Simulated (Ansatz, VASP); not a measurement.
# Cross-check of LiPtF3 between VASP and Ansatz, part 2 of 2

Aim: how closely do two programs agree when they are given the same cell, functional and k mesh? The cell is generated by rule, not measured, and may not be a known phase. The cell is taken from a series of runs on this material, whose earlier steps may have relaxed, scaled, displaced or heated it; both programs get it as it stands.

VASP 6.6.1 and Ansatz 0.2.0.

So far: Set-up; VASP: relaxation of cell and atoms, LDA, pair 1; Ansatz: relaxation of cell and atoms, LDA, pair 1; Comparison.

## 5. VASP: relaxation of cell and atoms, LDA, pair 2

Level of this step: LDA; plane waves and PAW (Li_sv, Pt, F); invented cell (VASP).

The relaxed volume is the usual yardstick between codes: in a stiff, nearly cubic crystal its relative difference is about their pressure difference at one cell divided by the bulk modulus.

INCAR reads:

```
SYSTEM = LiPtF3
PREC = Accurate
ENCUT = 750
EDIFF = 1E-07
NELM = 120
ISMEAR = 0
SIGMA = 0.1
LREAL = .FALSE.
ALGO = Normal
GGA = CA
NBANDS = 23
LASPH = .TRUE.
LORBIT = 11
LWAVE = .FALSE.
LCHARG = .FALSE.
ISIF = 3
IBRION = 2
NSW = 80
EDIFFG = -0.005
GGA_COMPAT = .FALSE.
NELMIN = 4
KPAR = 2
```

POSCAR reads:

```
LiPtF3
1.0
    4.2080810000      0.0000000000      0.0000000000
    0.0000000000      4.2080810000      0.0000000000
    0.0000000000      0.0000000000      4.2080810000
Li Pt F
1 1 3
Direct
    0.4999998812      0.4999998812      0.4999998812
    0.0000000000      0.0000000000      0.0000000000
    0.0000000000      0.4999998812      0.0000000000
    0.0000000000      0.0000000000      0.4999998812
    0.4999998812      0.0000000000      0.0000000000
```

KPOINTS reads:

```
Automatic mesh
0
Gamma
8 8 8
0 0 0
```

Potentials, in the order of the species: Li_sv, Pt and F (LDA family, release 64).

On the command line:

```
> mpirun -np 2 vasp_std
```

Numbers of over 12 decimals in the logs are rounded to 6 here.

The program printed:

```text
[... set-up lines as in an earlier step ...]
 entering main loop
       N       E                     dE             d eps       ncg     rms          rms(c)
DAV:   1     0.287214659222E+03    0.28721E+03   -0.21671E+04  1610   0.190E+03
DAV:   2    -0.429081568628E+01   -0.29151E+03   -0.27564E+03  1988   0.384E+02
DAV:   3    -0.232294792983E+02   -0.18939E+02   -0.18660E+02  2085   0.957E+01
DAV:   4    -0.246661403060E+02   -0.14367E+01   -0.14339E+01  2231   0.144E+01
[...]
DAV:  12    -0.226917842317E+02    0.14285E-05   -0.98181E-06  1817   0.292E-02    0.161E-02
DAV:  13    -0.226917843211E+02   -0.89327E-07   -0.15956E-06  2091   0.109E-02    0.170E-03
DAV:  14    -0.226917843178E+02    0.32464E-08   -0.11768E-07  1176   0.291E-03
   1 F= -.22691784E+02 E0= -.22689698E+02  d E =-.226918E+02
[...]
N       E                     dE             d eps       ncg     rms          rms(c)
DAV:   1    -0.226950731982E+02   -0.32889E-02   -0.59393E-02  1645   0.200E+00    0.439E-01
[...]
DAV:   5    -0.226919057624E+02    0.51936E-05   -0.15484E-05  2024   0.246E-02    0.101E-02
DAV:   6    -0.226919052005E+02    0.56191E-06   -0.24764E-06  1929   0.130E-02    0.104E-03
DAV:   7    -0.226919052168E+02   -0.16360E-07   -0.63311E-08   905   0.222E-03
   2 F= -.22691905E+02 E0= -.22689831E+02  d E =-.120899E-03
 trial-energy change:   -0.000121  1 .order   -0.000116   -0.000318    0.000085
 step:   0.7999(harm=  0.7894)  dis= 0.00000  next Energy=   -22.691914 (dE=-0.129E-03)
[...]
N       E                     dE             d eps       ncg     rms          rms(c)
DAV:   1    -0.226920411718E+02   -0.13597E-03   -0.23972E-03  1645   0.407E-01    0.880E-02
DAV:   2    -0.226919207842E+02    0.12039E-03   -0.49146E-04  1869   0.163E-01    0.273E-02
DAV:   3    -0.226919148864E+02    0.58978E-05   -0.21017E-05  1645   0.441E-02    0.232E-02
DAV:   4    -0.226919141998E+02    0.68665E-06   -0.10768E-06  1891   0.820E-03    0.143E-02
DAV:   5    -0.226919139904E+02    0.20935E-06   -0.58440E-07  1759   0.471E-03    0.191E-03
DAV:   6    -0.226919139681E+02    0.22339E-07   -0.74864E-08   847   0.238E-03
   3 F= -.22691914E+02 E0= -.22689837E+02  d E =-.129650E-03
[...]
reached required accuracy - stopping structural energy minimisation
```

From OUTCAR (step 5):

```text
  Total       -0.0019865     -0.0019865     -0.0019865     -0.0000000      0.0000000     -0.0000000
  in kB       -0.0426079     -0.0426079     -0.0426079     -0.0000000      0.0000000     -0.0000000
  external PRESSURE =      -0.0426079 kB  Pullay stress =       0.0000000 kB

 POSITION                                       TOTAL-FORCE (eV/Angst)
 -----------------------------------------------------------------------------------
      2.10574      2.10574      2.10574         0.000000      0.000000      0.000000
      0.00000      0.00000      0.00000        -0.000000     -0.000000      0.000000
     -0.00000      2.10574     -0.00000        -0.000000     -0.000000      0.000000
      0.00000      0.00000      2.10574         0.000000      0.000000      0.000000
      2.10574      0.00000      0.00000        -0.000000     -0.000000      0.000000
 -----------------------------------------------------------------------------------
    total drift:                                0.000946      0.000946      0.000946

  FREE ENERGIE OF THE ION-ELECTRON SYSTEM (eV)
  ---------------------------------------------------
  free  energy   TOTEN  =       -22.6919139681 eV

  energy  without entropy=      -22.6877610074  energy(sigma->0) =      -22.68983749

[... 2 parts as in an earlier step ...]

[... 2 further parts left out ...]
[key lines of the parts left out:]
E-fermi :   2.8457
```

## 6. Ansatz: relaxation of cell and atoms, LDA, pair 2

The same cell, functional (in two slightly different forms), mesh and smearing now go to Ansatz, which takes its cutoff from its data sets.

The cell is taken from a series of runs on this material, whose earlier steps may have relaxed, scaled, displaced or heated it; both programs get it as it stands.

input.yaml reads:

```yaml
crystal:
  lattice:
    - [4.2080809765, 0.0, 0.0]
    - [0.0, 4.2080809765, 0.0]
    - [0.0, 0.0, 4.2080809765]
  atoms:
    - { symbol: Li, position: [0.5, 0.5, 0.5] }
    - { symbol: Pt, position: [0.0, 0.0, 0.0] }
    - { symbol: F, position: [0.0, 0.5, 0.0] }
    - { symbol: F, position: [0.0, 0.0, 0.5] }
    - { symbol: F, position: [0.5, 0.0, 0.0] }
kpoints:
  mp_grid: { grid: [8, 8, 8] }
hamiltonian:
  xc: lda
scf:
  occupations: { method: gaussian, width: 0.1 }
output:
  forces: true
  stress: true
  eigenvalues: true
relax:
  adjacent_minimum: "off"
  f_tol: 0.005
  max_steps: 80
  cell: { stress_tol: 0.05 }
```

On the command line:

```
> ansatz run input.yaml --threads 8 --pin off --max-ram 14336MiB --backend cpu --events-out ev --progress --plain --runs-dir out
```

The program printed:

```text
[...]
Crystal: 5 atoms, lattice volume = 74.516 Å³
Basis set: ecut = 420 eV, 1419 PW (Γ)
Bands: 26, of which v1, the nominal top of the filled ones, is band 21 counted from 1 (20 counted from 0)
Symmetry: 48 space group operations
[...]
k-points: 35 of 512
[...]
--- Relaxed structure (2 steps of the walk, 2 accepted, 1 SCFs on fresh bases) ---
[...]
cell:  # Å, volume = 74.5587 Å³
    - [4.208876, 0, 0]
    - [0, 4.208876, 0.0]
    - [0, 0.0, 4.208876]
  atoms:
    - { symbol: Li, position: [0.500000, 0.500000, 0.500000] }
    - { symbol: Pt, position: [0, 0, 0] }
    - { symbol: F, position: [0, 0.500000, 0] }
    - { symbol: F, position: [0, 0, 0.500000] }
    - { symbol: F, position: [0.500000, 0, 0] }
[key lines of the parts left out:]
SCF converged after 5 iterations
Free energy (F): -14825.548244 eV
Fermi energy:    6.379434 eV
P = ⅓ Tr σ = 0.0069 GPa (0.069 kbar)
```

## 7. Side by side

What differs besides the data sets and the points named for the pairs above, as far as they apply: the data sets hold 42 valence electrons in Ansatz (on its default PAW (the set named soft_2) files) and 34 in VASP. Total energies have different zeros and are not compared.

The two programs side by side:

```csv
quantity,Ansatz,VASP,difference
volume (Å³),74.56,74.70,-0.19 %
"edge a after relaxation, in the typed setting (Å)",4.209,4.212,-0.06 %
```

## 8. Ansatz: relaxation of cell and atoms, LDA, pair 3

The relaxed volume is the usual yardstick between codes: in a stiff, nearly cubic crystal its relative difference is about their pressure difference at one cell divided by the bulk modulus. Its start cell is another than that of the pair before, and may be another structure of the material.

The cell is taken from a series of runs on this material, whose earlier steps may have relaxed, scaled, displaced or heated it; both programs get it as it stands.

input.yaml reads:

```yaml
crystal:
  lattice:
    - [4.2774776329, 0.0, 0.0]
    - [0.0, 4.2774776329, 0.0]
    - [0.0, 0.0, 4.1565935601]
  atoms:
    - { symbol: Li, position: [0.5, 0.5, 0.5] }
    - { symbol: Pt, position: [0.0, 0.0, 0.5] }
    - { symbol: F, position: [0.0, 0.0, 0.0] }
    - { symbol: F, position: [0.0, 0.5, 0.5] }
    - { symbol: F, position: [0.5, 0.0, 0.5] }
kpoints:
  mp_grid: { grid: [8, 8, 8] }
hamiltonian:
  xc: lda
scf:
  occupations: { method: methfessel_paxton, width: 0.2 }
output:
  forces: true
  stress: true
  eigenvalues: true
relax:
  adjacent_minimum: "off"
  f_tol: 0.001
  max_steps: 60
  cell: { stress_tol: 0.01 }
```

The program printed:

```text
[...]
Crystal: 5 atoms, lattice volume = 76.052 Å³
Basis set: ecut = 420 eV, 1477 PW (Γ)
Bands: 26, of which v1, the nominal top of the filled ones, is band 21 counted from 1 (20 counted from 0)
Symmetry: 16 space group operations
[...]
k-points: 75 of 512
[...]
--- Relaxed structure (2 steps of the walk, 2 accepted, 1 SCFs on fresh bases) ---
[...]
cell:  # Å, volume = 76.0552 Å³
    - [4.277602, 0, 0]
    - [0, 4.277602, 0]
    - [0, 0, 4.156507]
  atoms:
    - { symbol: Li, position: [0.5, 0.5, 0.5] }
    - { symbol: Pt, position: [0, 0, 0.5] }
    - { symbol: F, position: [0, 0, 0] }
    - { symbol: F, position: [0, 0.5, 0.5] }
    - { symbol: F, position: [0.5, 0, 0.5] }
[key lines of the parts left out:]
SCF converged after 5 iterations
Free energy (F): -14826.269604 eV
Fermi energy:    5.571376 eV
P = ⅓ Tr σ = 0.0013 GPa (0.013 kbar)
```

## 9. VASP: relaxation of cell and atoms, LDA, pair 3

The same cell, functional (in two slightly different forms), mesh and smearing now go to VASP, with its own data sets.

INCAR, as its differences from that of step 5:

```diff
@@ -5,4 +5,4 @@
 NELM = 120
-ISMEAR = 0
-SIGMA = 0.1
+ISMEAR = 1
+SIGMA = 0.2
 LREAL = .FALSE.
```

POSCAR reads:

```
LiPtF3
1.0
    4.2774780000      0.0000000000      0.0000000000
    0.0000000000      4.2774780000      0.0000000000
    0.0000000000      0.0000000000      4.1565940000
Li Pt F
1 1 3
Direct
    0.5000000000      0.5000000000      0.5000000000
    0.0000000000      0.0000000000      0.5000000000
    0.0000000000      0.0000000000      0.0000000000
    0.0000000000      0.5000000000      0.5000000000
    0.5000000000      0.0000000000      0.5000000000
```

KPOINTS is that of step 5.

On the command line:

```
> mpirun -np 2 vasp_std
```

The program printed:

```text
[... set-up lines as in an earlier step ...]
 entering main loop
       N       E                     dE             d eps       ncg     rms          rms(c)
DAV:   1     0.275640627791E+03    0.27564E+03   -0.21215E+04  3450   0.188E+03
DAV:   2    -0.648250726919E+01   -0.28212E+03   -0.26621E+03  4046   0.378E+02
DAV:   3    -0.247498465990E+02   -0.18267E+02   -0.18088E+02  5194   0.918E+01
DAV:   4    -0.254661376641E+02   -0.71629E+00   -0.71444E+00  4854   0.117E+01
[...]
DAV:  12    -0.234155799314E+02   -0.18601E-04   -0.13633E-05  4127   0.280E-02    0.345E-02
DAV:  13    -0.234155811807E+02   -0.12493E-05   -0.43606E-06  3818   0.166E-02    0.187E-03
DAV:  14    -0.234155812217E+02   -0.40944E-07   -0.31716E-07  4412   0.358E-03
   1 F= -.23415581E+02 E0= -.23416088E+02  d E =-.234156E+02
[...]
N       E                     dE             d eps       ncg     rms          rms(c)
DAV:   1    -0.234165309426E+02   -0.94976E-03   -0.22044E-02  3506   0.123E+00    0.237E-01
DAV:   2    -0.234157231263E+02    0.80782E-03   -0.27287E-03  3758   0.410E-01    0.800E-02
DAV:   3    -0.234156566569E+02    0.66469E-04   -0.17258E-04  3828   0.129E-01    0.592E-02
DAV:   4    -0.234156456993E+02    0.10958E-04   -0.17195E-05  4206   0.293E-02    0.323E-02
DAV:   5    -0.234156437517E+02    0.19475E-05   -0.52700E-06  4769   0.174E-02    0.295E-03
DAV:   6    -0.234156436557E+02    0.95986E-07   -0.45195E-07  4129   0.644E-03
   2 F= -.23415644E+02 E0= -.23416160E+02  d E =-.624340E-04
 trial-energy change:   -0.000062  1 .order   -0.000059   -0.000131    0.000013
 step:   0.9197(harm=  0.9089)  dis= 0.00000  next Energy=   -23.415644 (dE=-0.630E-04)
 reached required accuracy - stopping structural energy minimisation
```

OUTCAR, selected parts (step 9):

```text
  Total       -0.0212710     -0.0212710     -0.0022490      0.0000000      0.0000000      0.0000000
  in kB       -0.4474077     -0.4474077     -0.0473044      0.0000000      0.0000000      0.0000000
  external PRESSURE =      -0.3140400 kB  Pullay stress =       0.0000000 kB

 POSITION                                       TOTAL-FORCE (eV/Angst)
 -----------------------------------------------------------------------------------
      2.13928      2.13928      2.08051         0.000000      0.000000      0.000000
     -0.00000     -0.00000      2.08051        -0.000000     -0.000000      0.000000
      0.00000      0.00000      0.00000        -0.000000     -0.000000      0.000000
     -0.00000      2.13928      2.08051         0.000000      0.000000      0.000000
      2.13928     -0.00000      2.08051        -0.000000     -0.000000      0.000000
 -----------------------------------------------------------------------------------
    total drift:                                0.000000      0.000000     -0.000000

  FREE ENERGIE OF THE ION-ELECTRON SYSTEM (eV)
  ---------------------------------------------------
  free  energy   TOTEN  =       -23.4156436557 eV

  energy  without entropy=      -23.4171932951  energy(sigma->0) =      -23.41616020

[... 1 part as in an earlier step ...]

[... 3 further parts left out ...]
[key lines of the parts left out:]
E-fermi :   2.0986
```

## 10. Side by side

What differs besides the data sets and the points named for the pairs above, as far as they apply: the data sets hold 42 valence electrons in Ansatz (on its default PAW (the set named soft_2) files) and 34 in VASP. Total energies have different zeros and are not compared.

Compared:

```csv
quantity,Ansatz,VASP,difference
volume (Å³),76.06,76.17,-0.15 %
"edge a after relaxation, in the typed setting (Å)",4.278,4.279,-0.02 %
"edge c after relaxation, in the typed setting (Å)",4.157,4.161,-0.11 %
```

## 11. What came out

* difference in volume (relaxation of cell and atoms, LDA, pair 1): -0.21 %
* difference in volume (relaxation of cell and atoms, LDA, pair 2): -0.19 %
* difference in volume (relaxation of cell and atoms, LDA, pair 3): -0.15 %

The difference in volume is -0.21 % (relaxation of cell and atoms, LDA, pair 1), within the 1.2 % picked in this series as the mark of a large difference, as far as the stopping tolerances let one tell. The data sets hold unlike numbers of valence electrons (42 in Ansatz and 34 in VASP), so part of the differences comes from the potentials. 2 further runs of this series are not shown here. How closely two codes agree says nothing of how well the functional describes the real material.

[Lines on the potential files, build, host, timing and source positions are cut from VASP's logs without a mark.]

[Logs are printed without paths, hosts, clocks, repeated set-up lines and the standing remarks that a program may print on its own settings, such as how far it seeks lower states.]

[Hosts, paths, dates, database ids (printed as entryN), source tags and the programs' standing remarks are cut or masked in the printed files.]
